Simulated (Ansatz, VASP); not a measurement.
# Cross-check of Co (Cobalt) between VASP and Ansatz

One calculation is typed for both programs; each brings its own data sets and cutoff. How far apart do they land? The cell is taken from a series of VASP runs on this material, whose earlier steps may have relaxed, scaled or displaced it; both programs get it as it stands.

Main program and level: Ansatz 0.2.0; plane waves, with VASP 6.6.1 beside it; relaxation of cell and atoms at r2SCAN and relaxation of cell and atoms at PBE.

### 1. The structure

Symmetry: P6_3/mmc, No. 194, hexagonal system. The conventional cell has a = 2.473 Å, b = 2.473 Å, c = 4.015 Å, α = 90.00°, β = 90.00°, γ = 120.00°. Nearest to Co lie 12 Co at 2.46 to 2.47 Å.

Coordinates:

```xyz
2
Lattice="2.4729 0.0000 0.0000 -1.2365 2.1416 0.0000 0.0000 0.0000 4.0152" Properties=species:S:1:pos:R:3 pbc="T T T"
Co    1.2365    0.7139    3.0114
Co    0.0000    1.4277    1.0038
```

### 2. VASP: relaxation of cell and atoms, r2SCAN

The relaxed volume is the usual yardstick between codes: its relative difference is about their pressure difference at one cell divided by the bulk modulus.

Lines of VASP's logs that name or quote its potential files are left out, and so is its time.

Contents of INCAR:

```
SYSTEM = Co
PREC = Accurate
ENCUT = 520
EDIFF = 1E-07
NELM = 100
ISMEAR = 1
SIGMA = 0.15
LREAL = .FALSE.
ALGO = Normal
METAGGA = R2SCAN
LASPH = .TRUE.
NBANDS = 19
ISPIN = 2
MAGMOM = 2 2
LMAXMIX = 4
LORBIT = 11
LWAVE = .FALSE.
LCHARG = .FALSE.
KPAR = 4
IBRION = 2
NSW = 50
ISIF = 3
EDIFFG = -0.005
```

Contents of POSCAR:

```
Co
1.0
    2.4729017849      0.0000000000      0.0000000000
   -1.2364508925      2.1415957668      0.0000000000
    0.0000000000      0.0000000000      4.0152317826
Co
2
Direct
    0.6666666667      0.3333333333      0.7500000000
    0.3333333333      0.6666666667      0.2500000000
```

Contents of KPOINTS:

```
Automatic mesh
0
Gamma
22 22 12
0 0 0
```

Potentials, in the order of the species: Co (PBE family, release 64).

Started as:

```sh
$ mpirun -np 4 vasp_std
```

Numbers of over 12 decimals in the logs are rounded to 6 here.

Log:

```text
[banner, memory and clock lines left out]
running    4 mpi-ranks, on    1 nodes
 distrk:  each k-point on    1 cores,    4 groups
 distr:  one band on    1 cores,    1 groups

 POSCAR found type information on POSCAR Co
 POSCAR found :  1 types and       2 ions
|                                                                             |
|               ----> ADVICE to this user running VASP <----                  |
|                                                                             |
|     You enforced a specific xc type in the INCAR file but a different       |
|     [... a line on the potential file left out ...]
|     I HOPE YOU KNOW WHAT YOU ARE DOING!                                     |
|                                                                             |

 LDA part: xc-table for (None), standard interpolation
 POSCAR, INCAR and KPOINTS ok, starting setup
 FFT: planning ... GRIDC
 FFT: planning ... GRID_SOFT
 FFT: planning ... GRID
 WAVECAR not read
 entering main loop
       N       E                     dE             d eps       ncg     rms          rms(c)
DAV:   1     0.717108971857E+02    0.71711E+02   -0.86515E+03 29120   0.136E+03
DAV:   2    -0.269500537614E+02   -0.98661E+02   -0.89341E+02 27919   0.229E+02
DAV:   3    -0.313529048540E+02   -0.44029E+01   -0.42571E+01 30516   0.605E+01
DAV:   4    -0.314245911812E+02   -0.71686E-01   -0.71637E-01 35749   0.652E+00
DAV:   5    -0.314263810783E+02   -0.17899E-02   -0.17897E-02 32541   0.930E-01    0.178E+01
DAV:   6    -0.270811325252E+02    0.43452E+01   -0.14132E+01 31779   0.794E+01    0.989E+00
DAV:   7    -0.264216526692E+02    0.65948E+00   -0.17491E+00 35836   0.266E+01    0.515E+00
DAV:   8    -0.264332991266E+02   -0.11646E-01   -0.87607E-02 35627   0.226E+00    0.214E+00
DAV:   9    -0.264144026646E+02    0.18896E-01   -0.18808E-02 38038   0.158E+00    0.706E-01
DAV:  10    -0.264124525604E+02    0.19501E-02   -0.33241E-03 37721   0.892E-01    0.183E-01
DAV:  11    -0.264124364769E+02    0.16084E-04   -0.78031E-04 36076   0.375E-01    0.844E-02
DAV:  12    -0.264124857312E+02   -0.49254E-04   -0.62512E-05 35003   0.769E-02    0.497E-02
DAV:  13    -0.264125019050E+02   -0.16174E-04   -0.26831E-05 34245   0.482E-02    0.101E-02
DAV:  14    -0.264125047277E+02   -0.28228E-05   -0.44115E-06 29286   0.186E-02    0.493E-03
DAV:  15    -0.264125040081E+02    0.71965E-06   -0.17304E-07 30992   0.405E-03    0.154E-03
DAV:  16    -0.264125040454E+02   -0.37269E-07   -0.91134E-08 20084   0.397E-03
   1 F= -.26412504E+02 E0= -.26412631E+02  d E =-.264125E+02  mag=     3.5080
 curvature:   0.00 expect dE= 0.000E+00 dE for cont linesearch  0.000E+00
 trial: gam= 0.00000 g(F)=  0.211E-46 g(S)=  0.604E-06 ort = 0.000E+00 (trialstep = 0.100E+01)
 search vector abs. value=  0.604E-06
 reached required accuracy - stopping structural energy minimisation
```

OUTCAR, selected parts (step 2):

```text
ion  position               nearest neighbor table
   1  0.667  0.333  0.750-   2 2.46   2 2.46   2 2.46   2 2.46   2 2.46   2 2.46
   2  0.333  0.667  0.250-   1 2.46   1 2.46   1 2.46   1 2.46   1 2.46   1 2.46

  LATTYP: Found a hexagonal cell.
 ALAT       =     2.4729017849
 C/A-ratio  =     1.6236923792

 Subroutine GETGRP returns: Found 24 space group operations
 (whereof 12 operations were pure point group operations)

The static configuration has the point symmetry D_3d.
 The point group associated with its full space group is D_6h.

 Found    364 irreducible k-points:

   k-points           NKPTS =    364   k-points in BZ     NKDIM =    364   number of bands    NBANDS=     19

   dimension x,y,z NGX =    18 NGY =   18 NGZ =   30
   dimension x,y,z NGXF=    36 NGYF=   36 NGZF=   60

   ENCUT  =  520.0 eV  38.22 Ry    6.18 a.u.   4.60  4.60  7.47*2*pi/ulx,y,z

   NELECT =      18.0000    total number of electrons

 k-points in reciprocal lattice and weights: Automatic mesh
   0.00000000  0.00000000  0.00000000       0.000
   0.04545455  0.00000000  0.00000000       0.001
   0.09090909  0.00000000  0.00000000       0.001
   0.13636364  0.00000000  0.00000000       0.001
   0.18181818  0.00000000  0.00000000       0.001
   0.22727273  0.00000000  0.00000000       0.001
   0.27272727  0.00000000  0.00000000       0.001
   0.31818182  0.00000000  0.00000000       0.001
   0.36363636  0.00000000  0.00000000       0.001
[...]
0.36363636  0.27272727  0.50000000       0.001
   0.31818182  0.31818182  0.50000000       0.001

 average (electrostatic) potential at core
       1 -82.9492       2 -82.9492

 E-fermi :  10.6043

 spin component 1
 k-point     1 :       0.0000    0.0000    0.0000
  band No.  band energies     occupation
    ...
      8       7.8765      1.00000
      9       7.8765      1.00000
     10       8.9848      1.00000
     11       8.9848      1.00000
     12      10.3231      1.01174
     13      16.9031      0.00000
     14      33.5251      0.00000
     15      36.3153      0.00000
     16      36.3155      0.00000
     17      36.7482      0.00000
    ...

 k-point     2 :       0.0455    0.0000    0.0000
  band No.  band energies     occupation
    ...
      7       7.5642      1.00000
      8       7.8418      1.00000
      9       7.8545      1.00000
     10       8.7017      1.00000
     11       8.9942      1.00000
     12      10.6930      0.08400
     13      16.9179      0.00000
     14      32.9538      0.00000
     15      34.8432      0.00000
     16      35.2468      0.00000
    ...

 k-point     3 :       0.0909    0.0000    0.0000
  band No.  band energies     occupation
    ...
      7       7.6557      1.00000
      8       7.7012      1.00000
      9       7.7928      1.00000
     10       8.2582      1.00000
     11       9.0192      1.00000
     12      11.4342     -0.00000
     13      16.9647      0.00000
     14      31.1953      0.00000
     15      33.8096      0.00000
     16      33.9067      0.00000
    ...

 k-point     4 :       0.1364    0.0000    0.0000
  band No.  band energies     occupation
    ...
      7       7.5908      1.00000
      8       7.7015      1.00000
      9       7.8022      1.00000
     10       7.9843      1.00000
     11       9.0530      1.00000
     12      12.3092     -0.00000
     13      17.0494      0.00000
     14      29.0135      0.00000
     15      32.4247      0.00000
     16      33.3093      0.00000
    ...

 k-point     5 :       0.1818    0.0000    0.0000
  band No.  band energies     occupation
    ...
      7       7.7477      1.00000
      8       7.7736      1.00000
      9       7.8371      1.00000
     10       7.9944      1.00000
     11       9.0885      1.00000
     12      13.2677     -0.00000
     13      17.1801      0.00000
     14      26.8025      0.00000
     15      31.1287      0.00000
     16      32.7301      0.00000
    ...

 k-point     6 :       0.2273    0.0000    0.0000
  band No.  band energies     occupation
    ...
      7       7.7187      1.00000
      8       8.0057      1.00000
      9       8.0147      1.00000
     10       8.2201      1.00000
     11       9.1212      1.00000
     12      14.2938      0.00000
     13      17.3600      0.00000
     14      24.6627      0.00000
     15      29.9398      0.00000
     16      32.0291      0.00000
    ...

  Total       -0.0000079     -0.0000079     -0.0050030      0.0000000     -0.0000000      0.0000000
  in kB       -0.0005919     -0.0005919     -0.3769485      0.0000000     -0.0000000      0.0000000
  external PRESSURE =      -0.1260441 kB  Pullay stress =       0.0000000 kB

  energy-cutoff  :      520.00
  volume of cell :       21.26
      direct lattice vectors                 reciprocal lattice vectors
     2.472901785  0.000000000  0.000000000     0.404383225  0.233470764  0.000000000
    -1.236450892  2.141595767  0.000000000     0.000000000  0.466941528  0.000000000
     0.000000000  0.000000000  4.015231783     0.000000000  0.000000000  0.249051625

 POSITION                                       TOTAL-FORCE (eV/Angst)
 -----------------------------------------------------------------------------------
      1.23645      0.71387      3.01142         0.000000     -0.000000      0.000000
     -0.00000      1.42773      1.00381        -0.000000      0.000000      0.000000
 -----------------------------------------------------------------------------------
    total drift:                               -0.000000     -0.000000     -0.000000

  FREE ENERGIE OF THE ION-ELECTRON SYSTEM (eV)
  ---------------------------------------------------
  free  energy   TOTEN  =       -26.4125040454 eV

  energy  without entropy=      -26.4128852599  energy(sigma->0) =      -26.41263112

 reached required accuracy - stopping structural energy minimisation

 total charge
# of ion       s       p       d       tot
------------------------------------------
    1        0.520   0.579   7.237   8.335
    2        0.520   0.579   7.237   8.335
--------------------------------------------------
tot          1.039   1.158  14.473  16.671

 magnetization (x)
# of ion       s       p       d       tot
------------------------------------------
    1       -0.012  -0.085   1.911   1.814
    2       -0.012  -0.085   1.911   1.814
--------------------------------------------------
tot         -0.023  -0.170   3.821   3.628

[... 6 further parts left out ...]
```

CONTCAR:

```
Co
   1.00000000000000
     2.4729017848999999    0.0000000000000000    0.0000000000000000
    -1.2364508925000000    2.1415957668000001    0.0000000000000000
     0.0000000000000000    0.0000000000000000    4.0152317825999999
  Co
     2
Direct
     0.6666666667000030    0.3333333332999970    0.7500000000000000
     0.3333333332999970    0.6666666667000030    0.2500000000000000
```

SCAN-type functionals tend to overstate the moments of itinerant magnets.

(Part 1 of 2 ends here.)

[Lines on the potential files, build, host, timing and source positions are cut from VASP's logs without a mark.]

[Logs are printed without paths, hosts, clocks, repeated set-up lines and the standing remarks that a program may print on its own settings, such as how far it seeks lower states.]

[Hosts, paths, dates, database ids (printed as entryN), source tags and the programs' standing remarks are cut or masked in the printed files.]
